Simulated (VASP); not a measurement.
# InGe: phonons from a supercell, part 3 of 3

How does the lattice of InGe vibrate? The cell is invented: it takes the structure of a Materials Project entry for GeSb (space group 123 there), with some of its atoms replaced by other elements, volume scaled by an estimate. It may not be a known or stable phase.

VASP 6.6.1; r2SCAN; plane waves and PAW (In, Ge); invented cell.

So far. Step 2 (Relax the host): The run ended after 4 ionic steps, 0.027 eV below its first step, once forces and stress met EDIFFG = -0.02. Step 3 (Tight relaxation): The run ended after 5 ionic steps, 0.028 eV below its first step, once forces and stress met EDIFFG = -0.002.

## (4) Force constants in the supercell (continued)

Parts of OUTCAR (step 4):

```text
  LATTYP: Found a simple tetragonal cell.
 ALAT       =     8.6012826444
 C/A-ratio  =     1.3417151225

The static configuration has the point symmetry D_4h.

 Found     12 irreducible k-points:

   k-points           NKPTS =     12   k-points in BZ     NKDIM =     12   number of bands    NBANDS=     82

   dimension x,y,z NGX =    54 NGY =   54 NGZ =   70
   dimension x,y,z NGXF=   108 NGYF=  108 NGZF=  140

   ENCUT  =  350.0 eV  25.72 Ry    5.07 a.u.  13.12 13.12 17.60*2*pi/ulx,y,z

   NELECT =     126.0000    total number of electrons

 E-fermi :   4.3686

 k-point     1 :       0.0000    0.0000    0.0000
  band No.  band energies     occupation
    ...
     57       3.6280      2.00000
     58       4.0576      2.05027
     59       4.0576      2.05028
     60       4.0576      2.05029
     61       4.0576      2.05029
     62       4.4871      0.16697
     63       4.4874      0.16557
     64       4.4874      0.16557
     65       4.4874      0.16542
     66       4.5859     -0.06383
    ...

 k-point     2 :       0.2500    0.0000    0.0000
  band No.  band energies     occupation
    ...
     57       3.6896      2.00002
     58       3.6896      2.00002
     59       4.1167      2.07056
     60       4.1168      2.07057
     61       4.2450      1.85587
     62       4.4479      0.38404
     63       4.6323     -0.06855
     64       4.6323     -0.06855
     65       4.6841     -0.04823
     66       4.6841     -0.04822
    ...

  energy-cutoff  :      350.00
  volume of cell :      853.79
      direct lattice vectors                 reciprocal lattice vectors
     8.601282644  0.000000000  0.000000000     0.116261730  0.000000000  0.000000000
     0.000000000  8.601282644  0.000000000     0.000000000  0.116261730  0.000000000
     0.000000000  0.000000000 11.540470997     0.000000000  0.000000000  0.086651576

 POSITION                                       TOTAL-FORCE (eV/Angst)
 -----------------------------------------------------------------------------------
      0.00000      0.00000      2.88512        -0.000000      0.000000     -0.026470
      0.00000      0.00000      8.65535        -0.000000      0.000000     -0.028496
      0.00000      2.86709      2.88512        -0.000000     -0.001440     -0.001731
      0.00000      2.86709      8.65535        -0.000000      0.001492     -0.001651
      0.00000      5.73419      2.88512        -0.000000      0.001440     -0.001731
      0.00000      5.73419      8.65535        -0.000000     -0.001492     -0.001651
      2.86709      0.00000      2.88512        -0.001440      0.000000     -0.001731
      2.86709      0.00000      8.65535         0.001492      0.000000     -0.001651
      2.86709      2.86709      2.88512         0.000479      0.000479      0.000053
      2.86709      2.86709      8.65535        -0.000489     -0.000489      0.000112
      2.86709      5.73419      2.88512         0.000479     -0.000479      0.000053
      2.86709      5.73419      8.65535        -0.000489      0.000489      0.000112
      5.73419      0.00000      2.88512         0.001440      0.000000     -0.001731
      5.73419      0.00000      8.65535        -0.001492      0.000000     -0.001651
      5.73419      2.86709      2.88512        -0.000479      0.000479      0.000053
      5.73419      2.86709      8.65535         0.000489     -0.000489      0.000112
      5.73419      5.73419      2.88512        -0.000479     -0.000479      0.000053
      5.73419      5.73419      8.65535         0.000489      0.000489      0.000112
      0.00000      0.00000     -0.01500        -0.000000      0.000000      0.055719
      0.00000      0.00000      5.77024        -0.000000      0.000000      0.009910
      0.00000      2.86709      0.00000        -0.000000     -0.000068      0.002467
      0.00000      2.86709      5.77024        -0.000000      0.000022     -0.002218
      0.00000      5.73419      0.00000        -0.000000      0.000068      0.002467
      0.00000      5.73419      5.77024        -0.000000     -0.000022     -0.002218
      2.86709      0.00000      0.00000        -0.000068      0.000000      0.002467
      2.86709      0.00000      5.77024         0.000022      0.000000     -0.002218
      2.86709      2.86709      0.00000         0.000049      0.000049     -0.000260
      2.86709      2.86709      5.77024         0.000003      0.000003      0.000562
      2.86709      5.73419      0.00000         0.000049     -0.000049     -0.000260
      2.86709      5.73419      5.77024         0.000003     -0.000003      0.000562
      5.73419      0.00000      0.00000         0.000068      0.000000      0.002467
      5.73419      0.00000      5.77024        -0.000022      0.000000     -0.002218
      5.73419      2.86709      0.00000        -0.000049      0.000049     -0.000260
      5.73419      2.86709      5.77024        -0.000003      0.000003      0.000562
      5.73419      5.73419      0.00000        -0.000049     -0.000049     -0.000260
      5.73419      5.73419      5.77024        -0.000003     -0.000003      0.000562
 -----------------------------------------------------------------------------------
    total drift:                                0.000000      0.000000     -0.001465

  FREE ENERGIE OF THE ION-ELECTRON SYSTEM (eV)
  ---------------------------------------------------
[...]
X         Y         Z           dx          dy          dz
      0.000000  0.000000  2.885118     0.282126   -0.015724    0.000000
      0.000000  0.000000  8.655353     0.282126   -0.015724    0.000000
      0.000000  2.867094  2.885118     0.282126   -0.131216   -0.000000
      0.000000  2.867094  8.655353     0.282126   -0.131216   -0.000000
      0.000000  5.734188  2.885118     0.282126    0.146941   -0.000000
      0.000000  5.734188  8.655353     0.282126    0.146941   -0.000000
      2.867094  0.000000  2.885118    -0.172217   -0.015724    0.000000
      2.867094  0.000000  8.655353    -0.172217   -0.015724    0.000000
      2.867094  2.867094  2.885118    -0.172217   -0.131216   -0.000000
      2.867094  2.867094  8.655353    -0.172217   -0.131216   -0.000000
      2.867094  5.734188  2.885118    -0.172217    0.146941    0.000000
      2.867094  5.734188  8.655353    -0.172217    0.146941    0.000000
      5.734188  0.000000  2.885118    -0.109909   -0.015724    0.000000
      5.734188  0.000000  8.655353    -0.109909   -0.015724    0.000000
      5.734188  2.867094  2.885118    -0.109909   -0.131216   -0.000000
      5.734188  2.867094  8.655353    -0.109909   -0.131216   -0.000000
      5.734188  5.734188  2.885118    -0.109909    0.146941    0.000000
      5.734188  5.734188  8.655353    -0.109909    0.146941    0.000000
      0.000000  0.000000  0.000000     0.055809   -0.003111   -0.000000
      0.000000  0.000000  5.770235     0.055809   -0.003111   -0.000000
      0.000000  2.867094  0.000000     0.055809   -0.025957    0.000000
      0.000000  2.867094  5.770235     0.055809   -0.025957    0.000000
      0.000000  5.734188  0.000000     0.055809    0.029067    0.000000
      0.000000  5.734188  5.770235     0.055809    0.029067    0.000000
      2.867094  0.000000  0.000000    -0.034068   -0.003111   -0.000000
      2.867094  0.000000  5.770235    -0.034068   -0.003111   -0.000000
      2.867094  2.867094  0.000000    -0.034068   -0.025957    0.000000
      2.867094  2.867094  5.770235    -0.034068   -0.025957    0.000000
      2.867094  5.734188  0.000000    -0.034068    0.029067   -0.000000
      2.867094  5.734188  5.770235    -0.034068    0.029067   -0.000000
      5.734188  0.000000  0.000000    -0.021742   -0.003111   -0.000000
      5.734188  0.000000  5.770235    -0.021742   -0.003111   -0.000000
      5.734188  2.867094  0.000000    -0.021742   -0.025957    0.000000
      5.734188  2.867094  5.770235    -0.021742   -0.025957    0.000000
      5.734188  5.734188  0.000000    -0.021742    0.029067   -0.000000
      5.734188  5.734188  5.770235    -0.021742    0.029067   -0.000000

   3 f  =    4.707911 THz    29.580680 2PiTHz  157.039021 cm-1    19.470348 meV
             X         Y         Z           dx          dy          dz
      0.000000  0.000000  2.885118     0.089579    0.092571    0.000000
      0.000000  0.000000  8.655353     0.089579    0.092571    0.000000
      0.000000  2.867094  2.885118     0.089579    0.125879   -0.000000
      0.000000  2.867094  8.655353     0.089579    0.125879   -0.000000
      0.000000  5.734188  2.885118     0.089579   -0.218450   -0.000000
      0.000000  5.734188  8.655353     0.089579   -0.218450   -0.000000
      2.867094  0.000000  2.885118    -0.240006    0.092571    0.000000
      2.867094  0.000000  8.655353    -0.240006    0.092571    0.000000
      2.867094  2.867094  2.885118    -0.240006    0.125879   -0.000000
      2.867094  2.867094  8.655353    -0.240006    0.125879   -0.000000
      2.867094  5.734188  2.885118    -0.240006   -0.218450   -0.000000
      2.867094  5.734188  8.655353    -0.240006   -0.218450   -0.000000
      5.734188  0.000000  2.885118     0.150427    0.092571    0.000000
      5.734188  0.000000  8.655353     0.150427    0.092571    0.000000
      5.734188  2.867094  2.885118     0.150427    0.125879   -0.000000
      5.734188  2.867094  8.655353     0.150427    0.125879   -0.000000
      5.734188  5.734188  2.885118     0.150427   -0.218450   -0.000000
      5.734188  5.734188  8.655353     0.150427   -0.218450    0.000000
      0.000000  0.000000  0.000000     0.017720    0.018312   -0.000000
      0.000000  0.000000  5.770235     0.017720    0.018312   -0.000000
      0.000000  2.867094  0.000000     0.017720    0.024901    0.000000
      0.000000  2.867094  5.770235     0.017720    0.024901    0.000000
      0.000000  5.734188  0.000000     0.017720   -0.043213    0.000000
      0.000000  5.734188  5.770235     0.017720   -0.043213    0.000000
      2.867094  0.000000  0.000000    -0.047477    0.018312   -0.000000
      2.867094  0.000000  5.770235    -0.047477    0.018312   -0.000000
      2.867094  2.867094  0.000000    -0.047477    0.024901    0.000000
      2.867094  2.867094  5.770235    -0.047477    0.024901    0.000000
      2.867094  5.734188  0.000000    -0.047477   -0.043213    0.000000
      2.867094  5.734188  5.770235    -0.047477   -0.043213    0.000000
      5.734188  0.000000  0.000000     0.029757    0.018312   -0.000000
      5.734188  0.000000  5.770235     0.029757    0.018312   -0.000000
      5.734188  2.867094  0.000000     0.029757    0.024901    0.000000
      5.734188  2.867094  5.770235     0.029757    0.024901    0.000000
      5.734188  5.734188  0.000000     0.029757   -0.043213   -0.000000
      5.734188  5.734188  5.770235     0.029757   -0.043213   -0.000000
    [... 4092 further lines ...]
      5.734188  2.867094  5.770235     0.032355   -0.026467   -0.000000
      5.734188  5.734188  0.000000    -0.008426   -0.026467   -0.000000
      5.734188  5.734188  5.770235    -0.008426   -0.026467   -0.000000

 ELASTIC MODULI CONTR FROM IONIC RELAXATION (kBar)
 Direction    XX          YY          ZZ          XY          YZ          ZX
 --------------------------------------------------------------------------------
 XX           0.0000      0.0000      0.0000      0.0000      0.0000      0.0000
 YY           0.0000      0.0000      0.0000      0.0000      0.0000      0.0000
 ZZ           0.0000      0.0000      0.0000      0.0000      0.0000      0.0000
 XY           0.0000      0.0000      0.0000      0.0000      0.0000      0.0000
 YZ           0.0000      0.0000      0.0000      0.0000      0.0000      0.0000
 ZX           0.0000      0.0000      0.0000      0.0000      0.0000      0.0000
 --------------------------------------------------------------------------------

[... 1 part as in an earlier step ...]

[... 7 further parts left out ...]
```

The last energy, forces, stress and levels in OUTCAR belong to the last displaced cell, not to the cell of POSCAR.

This step gave:

| Item | Value |
| --- | --- |
| electrons | 126 |
| lowest frequency | -65.24 cm⁻¹ |
| highest frequency | 181.1 cm⁻¹ |
| dynamically stable | no |

No long-range dipole term. The phonon branches at the labelled points (cm⁻¹):

| point | branch 1 | branch 2 | branch 3 | branch 4 | branch 5 | branch 6 |
| --- | --- | --- | --- | --- | --- | --- |
| Γ | 0 | 0 | 0 | 33 | 33 | 168 |
| 0.47 of the way | -20 | -5 | 51 | 76 | 122 | 161 |
| X | -35 | -11 | 70 | 109 | 153 | 181 |
| 0.47 of the way | 6 | 32 | 71 | 103 | 148 | 171 |
| M | -61 | -61 | -2 | 143 | 159 | 159 |
| 0.53 of the way | 8 | 51 | 69 | 109 | 118 | 155 |
| Γ | 0 | 0 | 0 | 33 | 33 | 168 |
| 0.47 of the way | 18 | 18 | 34 | 34 | 64 | 157 |
| Z | 28 | 28 | 36 | 36 | 121 | 124 |
| 0.47 of the way | 10 | 48 | 79 | 105 | 116 | 119 |
| R | -28 | 59 | 76 | 111 | 115 | 172 |
| 0.47 of the way | 6 | 65 | 73 | 89 | 109 | 165 |
| A | -65 | -65 | 47 | 77 | 156 | 156 |
| 0.47 of the way | 33 | 68 | 83 | 102 | 119 | 126 |
| Z | 28 | 28 | 36 | 36 | 121 | 124 |
| jump to X | -35 | -11 | 70 | 109 | 153 | 181 |
| 0.53 of the way | -31 | 44 | 64 | 112 | 136 | 176 |
| R | -28 | 59 | 76 | 111 | 115 | 172 |
| jump to M | -61 | -61 | -2 | 143 | 159 | 159 |
| 0.47 of the way | -63 | -63 | 9 | 122 | 158 | 158 |
| A | -65 | -65 | 47 | 77 | 156 | 156 |

The phonon branches as a text plot (rows in cm⁻¹):

```
    176 |     *****                      ***              ****
    166 |***       **        ****       *   **
    155 |   ******   ****  **    *            *****       *   ***
    145 |         *********       *    *       *  **       *
    135 |   *            **                   *     *         *
    125 |                          ***              **  **  *
    114 |          *       *        *******  *       ****  *** *
    104 |  *  ***          *          **   **        **   *
     94 |    *   **         *     *  *      **      * *
     84 |   *     *         *         ***     **  ** *          *
     73 |      *           * *           ****   **  ****  *  *
     63 | ** ** ** *        **   *  **   **  *     **  **  ***
     53 |   *    *        ***       * ***  *  ** **     *   *
     43 | **      *      *   **     **     **   *     ****      *
     32 |**               *   ******                 *   *
     22 |*               *     **** **             *       *
     12 |          *    ****   *      *       *     *          *
      1 |***      * ****    *****
     -9 |   ******                                        *   *
    -19 |  **                          *  *
    -29 |    **     *   *               **   *             ***
    -40 |      *        *                         **      *
    -50 |           *  *                      **  *
    -60 |            **                        ***            ***
         Γ     X      M        Γ   Z      R     A        Z|XR|M A
```

The phonon density of states has structure finer than the step of the table below, so its rows give means over 10 cm⁻¹, whole bins alone (the curve runs from -89.1 to 205 cm⁻¹). Peaks (cm⁻¹: height): 10.9: 0.0507, 46.2: 0.0637, 87.4: 0.0341, 156.5: 0.0471.

Phonon density of states against frequency; means over each step:

frequency (cm⁻¹), phonon density of states (states/cm⁻¹/cell) and a bar:
```
      -80     0.0000 
      -70     0.0000 
      -60     0.0053 ###
      -50     0.0064 ####
      -40     0.0054 ###
      -30     0.0071 ####
      -20     0.0068 ####
      -10     0.0069 ####
        0     0.0091 #####
       10     0.0234 #############
       20     0.0216 ############
       30     0.0270 ###############
       40     0.0451 #########################
       50     0.0548 ##############################
       60     0.0439 ########################
       70     0.0388 #####################
       80     0.0282 ###############
       90     0.0300 ################
      100     0.0282 ###############
      110     0.0262 ##############
      120     0.0240 #############
      130     0.0276 ###############
      140     0.0339 ###################
      150     0.0428 #######################
      160     0.0373 ####################
      170     0.0176 ##########
      180     0.0034 ##
      190     0.0000
```

## (5) Summary of results

| Item | Value |
| --- | --- |
| highest frequency | 181 cm⁻¹ |
| lowest frequency | -65.2 cm⁻¹ |

The spectrum reaches 181 cm⁻¹, and its lowest point lies at -65 cm⁻¹. Imaginary modes (printed as negative) make the structure unstable in the harmonic picture at these settings. Where their wave vectors fit the supercell they are computed directly; elsewhere they may come from the interpolation. Frequencies between the wave vectors that fit the supercell are interpolated.

[Lines on the potential files, build, host, timing and source positions are cut from VASP's logs without a mark.]

[Logs are printed without paths, hosts, clocks, repeated set-up lines and the standing remarks that a program may print on its own settings, such as how far it seeks lower states.]

[Hosts, paths, dates, database ids (printed as entryN), source tags and the programs' standing remarks are cut or masked in the printed files.]

[Runs that stopped without an error message from VASP are left out.]
